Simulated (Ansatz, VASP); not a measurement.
This is a calculation of Mg6TiCu for Ansatz 0.2.0.

input.yaml

```yaml
crystal:
  lattice:
    - [0.0, 3.072612, -5.406196]
    - [0.0, 3.072612, 5.406196]
    - [4.854496, 0.0, 0.0]
  atoms:
    - { symbol: Mg, position: [0.833943, 0.166057, 0.5] }
    - { symbol: Mg, position: [0.322851, 0.158135, 0.5] }
    - { symbol: Mg, position: [0.841865, 0.677149, 0.5] }
    - { symbol: Mg, position: [0.668204, 0.331796, 0.0] }
    - { symbol: Cu, position: [0.183834, 0.816166, 0.0] }
    - { symbol: Ti, position: [0.322351, 0.677649, 0.5] }
    - { symbol: Mg, position: [0.171174, 0.344222, 0.0] }
    - { symbol: Mg, position: [0.655778, 0.828826, 0.0] }
hamiltonian:
  xc: pbe
  pseudopotentials: { kind: paw }
  dispersion: d3bj
kpoints:
  mp_grid: { grid: [5, 5, 6] }
  band_path:
    path:
      - [[0.0, 0.0, 0.0], [0.3307554571, 0.3307554571, 0.0], [0.0, 0.5, 0.0], [0.0, 0.5, 0.5], [0.3307554571, 0.3307554571, 0.5], [0.0, 0.0, 0.5], [0.0, 0.0, 0.0], [-0.5, 0.5, 0.0], [-0.3307554571, 0.6692445429, 0.0], [-0.3307554571, 0.6692445429, 0.5], [-0.5, 0.5, 0.5], [-0.5, 0.5, 0.0]]
      - [[0.0, 0.0, 0.5], [-0.5, 0.5, 0.5]]
    npoints: 10
scf:
  occupations: { method: methfessel_paxton, width: 0.2 }
  n_extra_bands: 20
output:
  forces: true
  stress: true
  eigenvalues: true
  fatbands: false
```

Potentials or basis: Ansatz PAW.

Run with:

```bash
$ ansatz run input.yaml --threads 4 --pin off --max-ram 11264MiB --backend cpu --events-out ev --progress --plain --runs-dir out
```

**Question.** Set up the same calculation for VASP 6.6.1. Potentials there: VASP PAW PBE potentials, release 64 (Mg, Cu, Ti_sv).

**Answer.** As run (the cutoff follows the program's own potentials):

run.py

```python
from ase.calculators.vasp import Vasp
from ase.dft.bandgap import bandgap
from ase.io import read

atoms = read('Mg6TiCu.cif', primitive_cell=True, subtrans_included=False)
calc = Vasp(
    directory='calc',
    xc='pbe',
    pp='PBE',
    setups='recommended',
    prec='Accurate',
    encut=520,
    ediff=1e-07,
    ismear=1,
    sigma=0.2,
    lreal=False,
    lasph=True,
    nelm=100,
    algo='Fast',
    isif=2,
    lwave=False,
    lcharg=True,
    lmaxmix=4,
    ivdw=12,
    kpts=[5, 5, 6],
    gamma=True,
)
atoms.calc = calc

print('energy (eV):', atoms.get_potential_energy())
print('free energy (eV):', atoms.get_potential_energy(force_consistent=True))
efermi = calc.get_fermi_level()
print('Fermi level (eV):', efermi)
path = atoms.cell.bandpath(npoints=40, eps=1e-4)
print('path:', path.path)
calc.set(kpts=path.kpts, reciprocal=True, icharg=11, isym=0, lcharg=False)
calc.calculate(atoms)
print('gap on the path (eV):', bandgap(calc, efermi=efermi)[0])
print('direct gap on the path (eV):', bandgap(calc, efermi=efermi, direct=True)[0])
```

The input Mg6TiCu.cif:

```cif
data_Mg6TiCu
_cell_length_a 4.85449600
_cell_length_b 6.14522400
_cell_length_c 10.81239200
_cell_angle_alpha 90.00000000
_cell_angle_beta 90.00000000
_cell_angle_gamma 90.00000000
_space_group_name_H-M_alt 'Amm2'
_space_group_name_Hall 'A 2 -2'
_space_group_IT_number 38
loop_
_space_group_symop_operation_xyz
'x,y,z'
'-x,-y,z'
'-x,y,z'
'x,-y,z'
'x,y+1/2,z+1/2'
'-x,-y+1/2,z+1/2'
'-x,y+1/2,z+1/2'
'x,-y+1/2,z+1/2'
loop_
_atom_site_label
_atom_site_type_symbol
_atom_site_symmetry_multiplicity
_atom_site_Wyckoff_symbol
_atom_site_fract_x
_atom_site_fract_y
_atom_site_fract_z
_atom_site_occupancy
Cu1 Cu 2 a 0.0000000000 0.5000000000 0.3161660000 1
Ti1 Ti 2 b 0.5000000000 0.5000000000 0.1776490000 1
Mg1 Mg 2 b 0.5000000000 0.0000000000 0.1660570000 1
Mg2 Mg 4 e 0.5000000000 0.7404930000 0.4176420000 1
Mg3 Mg 2 a 0.0000000000 0.0000000000 0.3317960000 1
Mg4 Mg 4 d 0.0000000000 0.2576980000 0.0865240000 1
```

Potentials or basis: VASP PAW PBE potentials, release 64 (Mg, Cu, Ti_sv).

Command:

```bash
$ python run.py
```

Both were run:

|  | VASP | Ansatz | Ansatz less VASP |
| --- | --- | --- | --- |
| dispersion energy (meV/atom) | -345.5 | -345.6 | -0.09 |

The two sets of potentials don't hold the same shells in valence.
